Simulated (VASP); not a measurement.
Input for VASP

**INCAR**
```
# general
SYSTEM   = Pt
PREC     = Accurate
ENCUT    = 520
LREAL    = F
LASPH    = T

# electronic loop
EDIFF    = 1E-6
NELM     = 100
ALGO     = Normal
LMAXMIX  = 6

# smearing
ISMEAR   = 1
SIGMA    = 0.1

# functional
GGA      = ML
LUSE_VDW = T
AGGAC    = 0.0
ZAB_VDW  = -1.8867

# ions
IBRION   = 2
NSW      = 60
ISIF     = 3
EDIFFG   = -0.01

# output
LWAVE    = F
LCHARG   = F
```

**POSCAR**
```
Pt
1.0
  0.0000000000   1.9600000000   1.9600000000
  1.9600000000   0.0000000000   1.9600000000
  1.9600000000   1.9600000000   0.0000000000
Pt
1
Cart
  0.0000000000   0.0000000000   0.0000000000
```

### KPOINTS
```
kpoints
0
gamma
  14 14 14
0 0 0
```

POTCAR, in this order: Pt (PBE.64 set). Program: vasp_std.

**Question.** Translate this vdW-DF2 calculation to Quantum ESPRESSO's pw.x.

**Answer.** One equivalent input (not run):
```
&CONTROL
  calculation = 'vc-relax'
  pseudo_dir = './pseudo'
  outdir = './out'
  tprnfor = .true.
  tstress = .true.
  nstep = 60
  forc_conv_thr = 0.00039
/
&SYSTEM
  ibrav = 0
  nat = 1
  ntyp = 1
  ecutwfc = 84
  occupations = 'smearing'
  smearing = 'methfessel-paxton'
  degauss = 0.00735
  input_dft = 'vdw-df2'
/
&ELECTRONS
  conv_thr = 7.3e-08
  electron_maxstep = 100
/
&IONS
/
&CELL
/
ATOMIC_SPECIES
  Pt 195.084 Pt.upf
CELL_PARAMETERS angstrom
     0.0000000    1.9600000    1.9600000
     1.9600000    0.0000000    1.9600000
     1.9600000    1.9600000    0.0000000
ATOMIC_POSITIONS crystal
  Pt   0.0000000  0.0000000  0.0000000
K_POINTS automatic
  14 14 14 0 0 0
```
Limits of the translation: the potentials are each code's own (VASP's PAW set, PseudoDojo norm-conserving files in pw.x), so ENCUT and ecutwfc are chosen apart and not converted; conv_thr bounds pw.x's estimated SCF error, while EDIFF bounds the energy change between steps; forc_conv_thr acts on force components and is met together with etot_conv_thr.

The compound is Pt in the fcc structure. This run relaxes it. Symmetry was kept, so distortions that lower it aren't found.
